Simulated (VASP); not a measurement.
Method: LDA (Ceperley-Alder, Perdew-Zunger), VASP's LDA PAW potentials (set 64) (plane waves; VASP 6.6.1).

The input files of a VASP run:

POSCAR:
```
MoTe2 monolayer
1.0
  3.4644431848   0.0000000000   0.0000000000
 -1.7322215924   3.0002954023   0.0000000000
  0.0000000000   0.0000000000  19.4563339496
Te Mo
2 1
direct
  0.3333330000   0.6666670000   0.5924394614
  0.3333330000   0.6666670000   0.4075605386
  0.6666670000   0.3333330000   0.5000000000
```

KPOINTS:
```
Automatic
0
gamma
 12 12 1
0 0 0
```

**INCAR**
```
! general
SYSTEM  = MoTe2 monolayer
PREC    = Normal
ENCUT   = 400
LREAL   = .FALSE.
LASPH   = .TRUE.

! electronic loop
EDIFF   = 1E-6   ! SCF stop (eV)
NELM    = 100
NELMIN  = 4
ALGO    = Normal
LMAXMIX = 4

! smearing
ISMEAR  = 0   ! Gaussian
SIGMA   = 0.05

! output
LWAVE   = .FALSE.
LCHARG  = .FALSE.
LORBIT  = 11
LVHAR   = .TRUE.
```

POTCAR, in this order: Te Mo_sv (LDA.64 set). Program: vasp_std. Read from the step before: WAVECAR.

The resulting files:

### OUTCAR
```
 ion  position               nearest neighbor table
   1  0.333  0.667  0.592-   3 2.69   3 2.69   3 2.69   2 3.60
   2  0.333  0.667  0.408-   3 2.69   3 2.69   3 2.69   1 3.60
   3  0.667  0.333  0.500-   1 2.69   2 2.69   1 2.69   2 2.69   1 2.69   2 2.69
  LATTYP: Found a hexagonal cell.
 ALAT       =     3.4644431848
 C/A-ratio  =     5.6160060684
 Subroutine PRICEL returns:
 Original cell was already a primitive cell.
 Subroutine GETGRP returns: Found 12 space group operations
The static configuration has the point symmetry D_3h.
The dynamic configuration has the point symmetry D_3h.
 Subroutine INISYM returns: Found 12 space group operations
 Subroutine IBZKPT returns following result:
 Found     19 irreducible k-points:

 Following reciprocal coordinates:
            Coordinates               Weight
  0.000000  0.000000  0.000000      1.000000
  0.083333 -0.000000  0.000000      6.000000
  0.166667  0.000000  0.000000      6.000000
  0.250000  0.000000  0.000000      6.000000
  0.333333 -0.000000  0.000000      6.000000
  0.416667  0.000000  0.000000      6.000000
  0.500000  0.000000  0.000000      3.000000
  0.083333  0.083333  0.000000      6.000000
  0.166667  0.083333  0.000000     12.000000
  0.250000  0.083333  0.000000     12.000000
  0.333333  0.083333  0.000000     12.000000
  0.416667  0.083333  0.000000     12.000000
  0.166667  0.166667  0.000000      6.000000
  0.250000  0.166667  0.000000     12.000000
  0.333333  0.166667  0.000000     12.000000
  0.416667  0.166667  0.000000      6.000000
  0.250000  0.250000  0.000000      6.000000
  0.333333  0.250000  0.000000     12.000000
  0.333333  0.333333  0.000000      2.000000
   k-points           NKPTS =     19   k-points in BZ     NKDIM =     19   number of bands    NBANDS=     17
   number of dos      NEDOS =    301   number of ions     NIONS =      3
   total plane-waves  NPLWV =  31104
...
```

File OSZICAR:
```
       N       E                     dE             d eps       ncg     rms          rms(c)
DAV:   1    -0.204705676178E+02   -0.20471E+02   -0.46324E-03   744   0.811E-01    0.997E-02
DAV:   2    -0.204705304075E+02    0.37210E-04   -0.33930E-03   733   0.325E-01    0.103E-01
DAV:   3    -0.204704054038E+02    0.12500E-03   -0.66378E-04   725   0.151E-01    0.997E-03
DAV:   4    -0.204704065342E+02   -0.11304E-05   -0.17547E-05   811   0.273E-02    0.385E-03
DAV:   5    -0.204704069486E+02   -0.41437E-06   -0.18746E-07   379   0.325E-03
   1 F= -.20470407E+02 E0= -.20470407E+02  d E =-.122809E-19
```

**OUTCAR**
```
------------------------ aborting loop because EDIFF is reached ----------------------------------------
  FORCE on cell =-STRESS in cart. coord.  units (eV):
  Direction    XX          YY          ZZ          XY          YZ          ZX
  --------------------------------------------------------------------------------------
  Total        0.0301453      0.0301453     -0.0241282      0.0000000      0.0000000      0.0000000
  in kB        0.2388202      0.2388202     -0.1911515      0.0000000      0.0000000      0.0000000
  external PRESSURE =       0.0954963 kB  Pullay stress =       0.0000000 kB
  volume of cell :      202.24
      direct lattice vectors                 reciprocal lattice vectors
     3.464443185  0.000000000  0.000000000     0.288646673  0.166650257  0.000000000
    -1.732221592  3.000295402  0.000000000     0.000000000  0.333300514  0.000000000
     0.000000000  0.000000000 19.456333950     0.000000000  0.000000000  0.051397144
 POSITION                                       TOTAL-FORCE (eV/Angst)
 -----------------------------------------------------------------------------------
     -0.00000      2.00020     11.52670        -0.000000      0.000000      0.017517
     -0.00000      2.00020      7.92963        -0.000000      0.000000     -0.017517
      1.73222      1.00010      9.72817         0.000000      0.000000      0.000000
 -----------------------------------------------------------------------------------
    total drift:                               -0.002407      0.001398      0.000000
  FREE ENERGIE OF THE ION-ELECTRON SYSTEM (eV)
  ---------------------------------------------------
  free  energy   TOTEN  =       -20.4704069486 eV

  energy  without entropy=      -20.4704069486  energy(sigma->0) =      -20.47040695

 total charge

# of ion       s       p       d       tot
------------------------------------------
    1        1.390   2.005   0.070   3.465
    2        1.390   2.005   0.070   3.465
    3        2.264   6.159   4.047  12.470
--------------------------------------------------
tot          5.043  10.170   4.186  19.400
```
(Selected blocks of OUTCAR.)

OUTCAR:
```
 val. band max:       -0.3404483442   @ k =   0.3333   0.3333   0.0000

 cond. band min:       0.9092775761   @ k =   0.3333   0.3333   0.0000


 Fermi energy:        -0.0322216556

 k-point     1 :       0.0000    0.0000    0.0000
  band No.  band energies     occupation
      1     -60.5634      2.00000
      2     -34.9639      2.00000
      3     -34.7808      2.00000
      4     -34.7808      2.00000
      5     -13.2149      2.00000
      6     -12.2265      2.00000
      7      -5.4890      2.00000
      8      -2.2166      2.00000
      9      -1.9787      2.00000
     10      -1.9787      2.00000
     11      -1.1535      2.00000
     12      -1.1535      2.00000
     13      -0.9404      2.00000
     14       3.0364      0.00000
     15       3.0364      0.00000
     16       3.3493      0.00000
     17       3.3494      0.00000

 k-point     2 :       0.0833   -0.0000    0.0000
  band No.  band energies     occupation
      1     -60.5625      2.00000
      2     -34.9614      2.00000
      3     -34.7915      2.00000
      4     -34.7832      2.00000
      5     -13.1110      2.00000
      6     -12.1548      2.00000
      7      -5.3756      2.00000
      8      -2.3929      2.00000
      9      -2.1990      2.00000
     10      -1.8908      2.00000
     11      -1.2883      2.00000
     12      -1.0746      2.00000
     13      -0.9370      2.00000
     14       2.6026      0.00000
     15       2.7179      0.00000
     16       3.1179      0.00000
     17       3.1188      0.00000

 k-point     3 :       0.1667    0.0000    0.0000
  band No.  band energies     occupation
      1     -60.5602      2.00000
      2     -34.9548      2.00000
      3     -34.8208      2.00000
      4     -34.7899      2.00000
      5     -12.8084      2.00000
      6     -11.9463      2.00000
      7      -5.0636      2.00000
      8      -2.8004      2.00000
      9      -2.7842      2.00000
     10      -1.6418      2.00000
     11      -1.6199      2.00000
...
```

Unless said otherwise, spin-orbit coupling is left out, though it shifts the bands of the heavy elements here.

The cell is a sheet with vacuum, built from MoTe2 (2H layered).
